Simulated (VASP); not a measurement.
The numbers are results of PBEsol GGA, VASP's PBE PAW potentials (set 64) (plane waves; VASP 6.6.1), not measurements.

The input files of a VASP run:

### POSCAR
```
Cu(110) slab
1
    2.5227565900    -0.0000000000    -0.0000000000
   -0.0000000000     3.5677172552     0.0000000000
    0.0000000000     0.0000000000    24.9153382614
Cu
8
Direct
  0.0000000000   0.0000000000   0.3228070000
  0.5000000000   0.5000000000   0.3734340000
  0.0000000000   0.0000000000   0.4240600000
  0.5000000000   0.5000000000   0.4746870000
  0.0000000000   0.0000000000   0.5253130000
  0.5000000000   0.5000000000   0.5759400000
  0.0000000000   0.0000000000   0.6265660000
  0.5000000000   0.5000000000   0.6771930000
```

**KPOINTS**
```
Automatic mesh
0
Gamma
11 8 1
0 0 0
```

INCAR:
```
# general
SYSTEM  = Cu(110) slab
PREC    = Normal
ENCUT   = 400
LREAL   = F   # projection in real space or not
LASPH   = T   # aspherical one-centre terms

# electronic loop
EDIFF   = 1E-5
NELM    = 100
NELMIN  = 4
ALGO    = Normal
LMAXMIX = 4   # l cut-off of mixed one-centre charges

# smearing
ISMEAR  = 1
SIGMA   = 0.1   # width (eV)

# functional
GGA     = PS

# ions
IBRION  = 2   # conjugate gradients
NSW     = 50   # most ionic steps
ISIF    = 2
EDIFFG  = -0.03

# output
LWAVE   = T
LCHARG  = F

# other
LDIPOL  = T
IDIPOL  = 3
DIPOL   = 0.5 0.5 0.5
```

POTCAR, in this order: Cu (PBE.64 set). Program: vasp_std.

Output of the run:

OSZICAR:
```
       N       E                     dE             d eps       ncg     rms          rms(c)
DAV:   1     0.755495375148E+03    0.75550E+03   -0.33564E+04  3120   0.190E+03
DAV:   2     0.479464821542E+02   -0.70755E+03   -0.69120E+03  3120   0.419E+02
DAV:   3    -0.365039190690E+02   -0.84450E+02   -0.79906E+02  3248   0.201E+02
DAV:   4    -0.401243714684E+02   -0.36205E+01   -0.35523E+01  3420   0.544E+01
DAV:   5    -0.402284736184E+02   -0.10410E+00   -0.10397E+00  3808   0.733E+00    0.226E+01
DAV:   6    -0.355677754472E+02    0.46607E+01   -0.95051E+01  3340   0.140E+02    0.117E+01
DAV:   7    -0.322949540451E+02    0.32728E+01   -0.17027E+01  3680   0.715E+01    0.278E+00
DAV:   8    -0.323511104537E+02   -0.56156E-01   -0.26590E+00  3672   0.412E+01    0.130E+00
DAV:   9    -0.323488938373E+02    0.22166E-02   -0.64788E-01  3680   0.111E+01    0.171E+00
DAV:  10    -0.323154612978E+02    0.33433E-01   -0.84295E-02  3644   0.837E+00    0.111E+00
DAV:  11    -0.322992496977E+02    0.16212E-01   -0.15571E-01  3500   0.781E+00    0.378E-01
DAV:  12    -0.322970448183E+02    0.22049E-02   -0.29705E-02  3536   0.258E+00    0.143E-01
DAV:  13    -0.322967227282E+02    0.32209E-03   -0.18410E-03  3480   0.129E+00    0.124E-01
DAV:  14    -0.322963851196E+02    0.33761E-03   -0.12206E-03  3620   0.828E-01    0.937E-02
DAV:  15    -0.322963015857E+02    0.83534E-04   -0.28216E-03  3612   0.720E-01    0.792E-02
DAV:  16    -0.322962740227E+02    0.27563E-04   -0.87372E-04  3464   0.530E-01    0.199E-02
DAV:  17    -0.322964023183E+02   -0.12830E-03   -0.16433E-04  3604   0.214E-01    0.355E-02
DAV:  18    -0.322965318933E+02   -0.12957E-03   -0.19038E-04  3460   0.226E-01    0.134E-02
DAV:  19    -0.322965446427E+02   -0.12749E-04   -0.16440E-05  2060   0.786E-02    0.985E-03
DAV:  20    -0.322965992139E+02   -0.54571E-04   -0.36242E-05  2624   0.802E-02    0.103E-02
DAV:  21    -0.322966028693E+02   -0.36554E-05   -0.65030E-06  2032   0.446E-02
   1 F= -.32296603E+02 E0= -.32296110E+02  d E =-.322966E+02
       N       E                     dE             d eps       ncg     rms          rms(c)
DAV:   1    -0.323102197799E+02   -0.13621E-01   -0.94963E+00  3244   0.143E+01    0.298E-01
DAV:   2    -0.323273523918E+02   -0.17133E-01   -0.18923E-01  4744   0.522E+00    0.353E-01
DAV:   3    -0.323259239717E+02    0.14284E-02   -0.11571E-02  3504   0.371E+00    0.187E-01
DAV:   4    -0.323258168794E+02    0.10709E-03   -0.23662E-03  3976   0.892E-01    0.156E-01
DAV:   5    -0.323254923748E+02    0.32450E-03   -0.79688E-04  3752   0.553E-01    0.932E-02
DAV:   6    -0.323254394944E+02    0.52880E-04   -0.10914E-03  4916   0.111E+00    0.607E-02
DAV:   7    -0.323253894778E+02    0.50017E-04   -0.29243E-04  3964   0.780E-01    0.172E-02
DAV:   8    -0.323253939043E+02   -0.44265E-05   -0.86061E-05  3352   0.110E-01
   2 F= -.32325394E+02 E0= -.32325084E+02  d E =-.287910E-01
       N       E                     dE             d eps       ncg     rms          rms(c)
DAV:   1    -0.322993997242E+02    0.25990E-01   -0.28537E+01  3240   0.254E+01    0.536E-01
DAV:   2    -0.323547954313E+02   -0.55396E-01   -0.61109E-01  4720   0.923E+00    0.616E-01
DAV:   3    -0.323499702585E+02    0.48252E-02   -0.32516E-02  3572   0.662E+00    0.325E-01
DAV:   4    -0.323496273897E+02    0.34287E-03   -0.73910E-03  4156   0.158E+00    0.271E-01
DAV:   5    -0.323486428068E+02    0.98458E-03   -0.24977E-03  3796   0.987E-01    0.166E-01
DAV:   6    -0.323484377414E+02    0.20507E-03   -0.35114E-03  5256   0.191E+00    0.104E-01
DAV:   7    -0.323482844483E+02    0.15329E-03   -0.81080E-04  3836   0.133E+00    0.333E-02
DAV:   8    -0.323482891424E+02   -0.46941E-05   -0.26047E-04  4048   0.210E-01    0.221E-02
DAV:   9    -0.323482853241E+02    0.38183E-05   -0.22361E-05  2120   0.108E-01
   3 F= -.32348285E+02 E0= -.32348385E+02  d E =-.516825E-01
       N       E                     dE             d eps       ncg     rms          rms(c)
DAV:   1    -0.323476402554E+02    0.64889E-03   -0.74900E-01  3248   0.400E+00    0.717E-02
DAV:   2    -0.323487899755E+02   -0.11497E-02   -0.12384E-02  4728   0.134E+00    0.843E-02
DAV:   3    -0.323487324890E+02    0.57486E-04   -0.85171E-04  3440   0.914E-01    0.492E-02
DAV:   4    -0.323487245526E+02    0.79364E-05   -0.14765E-04  3436   0.233E-01    0.411E-02
DAV:   5    -0.323487097737E+02    0.14779E-04   -0.81502E-05  3912   0.209E-01    0.202E-02
DAV:   6    -0.323487125668E+02   -0.27930E-05   -0.68075E-05  3380   0.324E-01
   4 F= -.32348713E+02 E0= -.32348879E+02  d E =-.521097E-01
       N       E                     dE             d eps       ncg     rms          rms(c)
DAV:   1    -0.323486542136E+02    0.55560E-04   -0.34403E-02  3244   0.879E-01    0.134E-02
DAV:   2    -0.323487100671E+02   -0.55853E-04   -0.59874E-04  4724   0.232E-01    0.183E-02
DAV:   3    -0.323487063839E+02    0.36832E-05   -0.11692E-05  1716   0.113E-01    0.128E-02
DAV:   4    -0.323487053860E+02    0.99786E-06   -0.27917E-06  1668   0.344E-02
   5 F= -.32348705E+02 E0= -.32348856E+02  d E =-.521025E-01
       N       E                     dE             d eps       ncg     rms          rms(c)
DAV:   1    -0.323489532532E+02   -0.24687E-03   -0.40774E-01  3224   0.303E+00    0.397E-02
DAV:   2    -0.323496295776E+02   -0.67632E-03   -0.70835E-03  4692   0.766E-01    0.462E-02
DAV:   3    -0.323496141169E+02    0.15461E-04   -0.14012E-04  3564   0.256E-01    0.374E-02
DAV:   4    -0.323496065725E+02    0.75444E-05   -0.38286E-05  2416   0.237E-01
   6 F= -.32349607E+02 E0= -.32349755E+02  d E =-.901186E-03
       N       E                     dE             d eps       ncg     rms          rms(c)
DAV:   1    -0.323482316922E+02    0.13824E-02   -0.12757E+00  3220   0.538E+00    0.714E-02
DAV:   2    -0.323503768885E+02   -0.21452E-02   -0.22332E-02  4656   0.132E+00    0.760E-02
DAV:   3    -0.323503269911E+02    0.49897E-04   -0.38253E-04  3804   0.395E-01    0.624E-02
DAV:   4    -0.323503037228E+02    0.23268E-04   -0.13965E-04  3560   0.490E-01    0.571E-02
DAV:   5    -0.323502715103E+02    0.32212E-04   -0.29153E-04  4828   0.272E-01    0.244E-02
DAV:   6    -0.323502648952E+02    0.66151E-05   -0.39599E-05  2340   0.230E-01
   7 F= -.32350265E+02 E0= -.32350431E+02  d E =-.155951E-02
       N       E                     dE             d eps       ncg     rms          rms(c)
DAV:   1    -0.323500920801E+02    0.17943E-03   -0.41738E-01  3244   0.306E+00    0.409E-02
DAV:   2    -0.323507893451E+02   -0.69726E-03   -0.72907E-03  4672   0.817E-01    0.496E-02
DAV:   3    -0.323507816958E+02    0.76493E-05   -0.33037E-04  3468   0.439E-01    0.374E-02
DAV:   4    -0.323507737437E+02    0.79521E-05   -0.62059E-05  2904   0.248E-01
   8 F= -.32350774E+02 E0= -.32350983E+02  d E =-.508849E-03
```

File OUTCAR:
```
------------------------ aborting loop because EDIFF is reached ----------------------------------------
  FORCE on cell =-STRESS in cart. coord.  units (eV):
  Direction    XX          YY          ZZ          XY          YZ          ZX
  --------------------------------------------------------------------------------------
  Total       -2.7808064     -1.9750286     -0.9164399      0.0000000      0.0000000      0.0000000
  in kB      -19.8677539    -14.1107924     -6.5475982      0.0000000      0.0000000      0.0000000
  external PRESSURE =     -13.5087148 kB  Pullay stress =       0.0000000 kB
  volume of cell :      224.25
      direct lattice vectors                 reciprocal lattice vectors
     2.522756590  0.000000000  0.000000000     0.396391790  0.000000000  0.000000000
     0.000000000  3.567717255  0.000000000     0.000000000  0.280291270  0.000000000
     0.000000000  0.000000000 24.915338261     0.000000000  0.000000000  0.040135919
 POSITION                                       TOTAL-FORCE (eV/Angst)
 -----------------------------------------------------------------------------------
      0.00000      0.00000      8.11757         0.000000      0.000000      0.018093
      1.26138      1.78386      9.25713         0.000000      0.000000      0.022212
      0.00000      0.00000     10.57661         0.000000      0.000000     -0.001218
      1.26138      1.78386     11.81424         0.000000      0.000000      0.025286
      0.00000      0.00000     13.10110         0.000000      0.000000     -0.025286
      1.26138      1.78386     14.33873         0.000000      0.000000      0.001218
      0.00000      0.00000     15.65821         0.000000      0.000000     -0.022212
      1.26138      1.78386     16.79777         0.000000      0.000000     -0.018093
 -----------------------------------------------------------------------------------
    total drift:                                0.000000      0.000000      0.000000
  FREE ENERGIE OF THE ION-ELECTRON SYSTEM (eV)
  ---------------------------------------------------
  free  energy   TOTEN  =       -32.3507737437 eV

  energy  without entropy=      -32.3514003824  energy(sigma->0) =      -32.35098262

 reached required accuracy - stopping structural energy minimisation
```
(Selected blocks of OUTCAR.)

**CONTCAR**
```
Cu(110) slab
   1.00000000000000
     2.5227565900000002    0.0000000000000000    0.0000000000000000
     0.0000000000000000    3.5677172551999998    0.0000000000000000
     0.0000000000000000    0.0000000000000000   24.9153382613999987
  Cu
     8
Direct
     0.0000000000000000    0.0000000000000000    0.3258062466861368
     0.5000000000000000    0.5000000000000000    0.3715433137044880
     0.0000000000000000    0.0000000000000000    0.4245020112432300
     0.5000000000000000    0.5000000000000000    0.4741753083568471
     0.0000000000000000    0.0000000000000000    0.5258246916431528
     0.5000000000000000    0.5000000000000000    0.5754979887567699
     0.0000000000000000    0.0000000000000000    0.6284566862955121
     0.5000000000000000    0.5000000000000000    0.6741937533138632
```

The cell is a thin slab with vacuum, built from Cu (fcc): (110) face.
